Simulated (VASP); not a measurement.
Method: PBE GGA, VASP's PBE PAW potentials (set 64) (plane waves; VASP).

Input for VASP

INCAR:
```
ALGO=Normal
EDIFF=1E-6
ENCUT=250
GGA=PE
ISIF=2
ISMEAR=0
LASPH=.TRUE.
LCHARG=.FALSE.
LMAXMIX=4
LREAL=.FALSE.
LWAVE=.FALSE.
NELM=100
PREC=Accurate
SIGMA=0.05
SYSTEM=SrCl2
```

**KPOINTS**
```
Automatic
0
G
  5 5 5
```

**POSCAR**
```
SrCl2
1.0
  0.0000000000   3.4474220000   3.5011510000
  3.4734590000   0.0000000000   3.5011510000
  3.4734590000   3.4474220000   0.0000000000
Sr Cl
1 2
direct
  0.0000000000   0.0000000000   0.0000000000
  0.2500000000   0.2500000000   0.2500000000
  0.7416400000   0.7583600000   0.7583600000
```

POTCAR, in this order: Sr_sv Cl (PBE.64 set). Program: vasp_std.

The run wrote:

OUTCAR:
```
 ion  position               nearest neighbor table
   1  0.000  0.000  0.000-   3 2.98   3 2.98   2 3.01   2 3.01   2 3.01   2 3.01   3 3.04   3 3.04
  LATTYP: Found a face centered orthorhombic cell.
 ALAT       =     6.8948440000
 B/A-ratio  =     1.0075526002
 C/A-ratio  =     1.0155852692
 Subroutine PRICEL returns:
 Original cell was already a primitive cell.
 Subroutine GETGRP returns: Found  2 space group operations
The static configuration has the point symmetry C_2 .
The dynamic configuration has the point symmetry C_2 .
 Subroutine INISYM returns: Found  2 space group operations
 Subroutine IBZKPT returns following result:
 Found     39 irreducible k-points:

 Following reciprocal coordinates:
            Coordinates               Weight
  0.000000  0.000000  0.000000      1.000000
  0.200000  0.000000 -0.000000      4.000000
 -0.000000  0.000000  0.200000      4.000000
  0.400000  0.000000  0.000000      4.000000
 -0.000000 -0.000000  0.400000      4.000000
  0.200000  0.200000  0.000000      2.000000
  0.400000  0.200000 -0.000000      4.000000
 -0.200000 -0.200000  0.200000      4.000000
 -0.400000  0.200000  0.000000      4.000000
 -0.200000 -0.200000  0.400000      4.000000
 -0.200000  0.200000  0.000000      4.000000
  0.400000  0.400000  0.000000      2.000000
 -0.400000  0.400000  0.000000      4.000000
  0.200000  0.000000  0.200000      2.000000
  0.400000  0.000000  0.200000      4.000000
  0.200000  0.000000  0.400000      4.000000
 -0.400000 -0.000000  0.200000      4.000000
  0.200000  0.000000 -0.400000      4.000000
 -0.200000  0.000000  0.200000      4.000000
  0.000000  0.200000  0.200000      2.000000
  0.400000  0.200000  0.200000      2.000000
 -0.000000 -0.200000  0.200000      2.000000
 -0.400000  0.200000  0.200000      4.000000
 -0.000000 -0.200000  0.400000      4.000000
 -0.200000  0.200000  0.200000      4.000000
  0.000000 -0.200000 -0.400000      4.000000
 -0.400000  0.400000  0.200000      2.000000
 -0.200000 -0.400000  0.200000      2.000000
 -0.200000  0.400000  0.200000      4.000000
  0.400000 -0.400000  0.200000      4.000000
  0.400000 -0.200000  0.200000      4.000000
  0.400000  0.000000  0.400000      2.000000
 -0.400000  0.000000  0.400000      4.000000
 -0.400000  0.200000  0.400000      2.000000
  0.200000 -0.200000  0.400000      2.000000
 -0.200000  0.200000  0.400000      4.000000
  0.000000  0.400000  0.400000      2.000000
 -0.200000  0.400000  0.400000      2.000000
 -0.000000 -0.400000  0.400000      2.000000
   k-points           NKPTS =     39   k-points in BZ     NKDIM =     39   number of bands    NBANDS=     16
   number of dos      NEDOS =    301   number of ions     NIONS =      3
   total plane-waves  NPLWV =  21952
   dimension x,y,z NGX =    28 NGY =   28 NGZ =   28
   dimension x,y,z NGXF=    56 NGYF=   56 NGZF=   56
   ions per type =               1   2
   PREC   = accura    normal or accurate (medium, high low for compatibility)
   ISTART =      0    job   : 0-new  1-cont  2-samecut
   ICHARG =      2    charge: 1-file 2-atom 10-const
   ISPIN  =      1    spin polarized calculation?
   LNONCOLLINEAR =      F non collinear calculations
   LSORBIT =      F    spin-orbit coupling
   INIWAV =      1    electr: 0-lowe 1-rand  2-diag
   ENCUT  =  250.0 eV  18.37 Ry    4.29 a.u.   6.33  6.36  6.31*2*pi/ulx,y,z
   NELM   =    100;   NELMIN=  2; NELMDL= -5     # of ELM steps
   EDIFF  = 0.1E-05   stopping-criterion for ELM
   LREAL  =      F    real-space projection
   NLSPLINE    = F    spline interpolate recip. space projectors
   LMAXMIX     =    4 max onsite mixed and CHGCAR
...
```

**OSZICAR**
```
       N       E                     dE             d eps       ncg     rms          rms(c)
DAV:   1     0.102043768425E+03    0.10204E+03   -0.78925E+03  1280   0.762E+02
DAV:   2    -0.770272876074E+01   -0.10975E+03   -0.10710E+03  1600   0.196E+02
DAV:   3    -0.129167321019E+02   -0.52140E+01   -0.52100E+01  1872   0.472E+01
DAV:   4    -0.130239076097E+02   -0.10718E+00   -0.10716E+00  2000   0.559E+00
DAV:   5    -0.130255670315E+02   -0.16594E-02   -0.16594E-02  1864   0.582E-01    0.143E+01
DAV:   6    -0.127435520379E+02    0.28201E+00   -0.71994E-01  1680   0.487E+00    0.932E+00
DAV:   7    -0.127559329594E+02   -0.12381E-01   -0.46363E-01  1976   0.413E+00    0.186E+00
DAV:   8    -0.127577223228E+02   -0.17894E-02   -0.67637E-02  1504   0.146E+00    0.302E-01
DAV:   9    -0.127594872824E+02   -0.17650E-02   -0.27170E-03  1792   0.323E-01    0.113E-01
DAV:  10    -0.127606911064E+02   -0.12038E-02   -0.96575E-04  1512   0.193E-01    0.319E-02
DAV:  11    -0.127607835401E+02   -0.92434E-04   -0.10008E-04  1896   0.571E-02    0.369E-02
DAV:  12    -0.127607928455E+02   -0.93053E-05   -0.13344E-05  1616   0.200E-02    0.997E-03
DAV:  13    -0.127607946834E+02   -0.18379E-05   -0.52392E-06  1704   0.124E-02    0.323E-03
DAV:  14    -0.127607944848E+02    0.19858E-06   -0.28199E-07  1296   0.366E-03
   1 F= -.12760794E+02 E0= -.12760794E+02  d E =-.368421E-15
```

**OUTCAR**
```
------------------------ aborting loop because EDIFF is reached ----------------------------------------
  FORCE on cell =-STRESS in cart. coord.  units (eV):
  Direction    XX          YY          ZZ          XY          YZ          ZX
  --------------------------------------------------------------------------------------
  Total       -0.2046039     -0.0040267     -0.4351049      0.0000000      0.1606331      0.0000000
  in kB       -3.9095524     -0.0769411     -8.3139432      0.0000000      3.0693614      0.0000000
  external PRESSURE =      -4.1001456 kB  Pullay stress =       0.0000000 kB
  volume of cell :       83.85
      direct lattice vectors                 reciprocal lattice vectors
     0.000000000  3.447422000  3.501151000    -0.143948727  0.145035914  0.142810179
     3.473459000  0.000000000  3.501151000     0.143948727 -0.145035914  0.142810179
     3.473459000  3.447422000  0.000000000     0.143948727  0.145035914 -0.142810179
 POSITION                                       TOTAL-FORCE (eV/Angst)
 -----------------------------------------------------------------------------------
      0.00000      0.00000      0.00000         0.084803      0.000000     -0.000000
      1.73673      1.72371      1.75058         0.088773      0.000000      0.000000
      5.26826      5.17113      5.25173        -0.173575     -0.000000      0.000000
 -----------------------------------------------------------------------------------
    total drift:                                0.000076      0.000000      0.000000
  FREE ENERGIE OF THE ION-ELECTRON SYSTEM (eV)
  ---------------------------------------------------
  free  energy   TOTEN  =       -12.7607944848 eV

  energy  without entropy=      -12.7607944848  energy(sigma->0) =      -12.76079448
```
(Selected blocks of OUTCAR.)

At this cut-off the stress carries a Pulay error, which pulls relaxed volumes low.

The compound is SrCl2 in the fluorite structure. The cell was not relaxed at this level, atoms are displaced from their ideal sites. The run is one of a series of settings (ENCUT = 250 against the base run), some of them coarse on purpose.
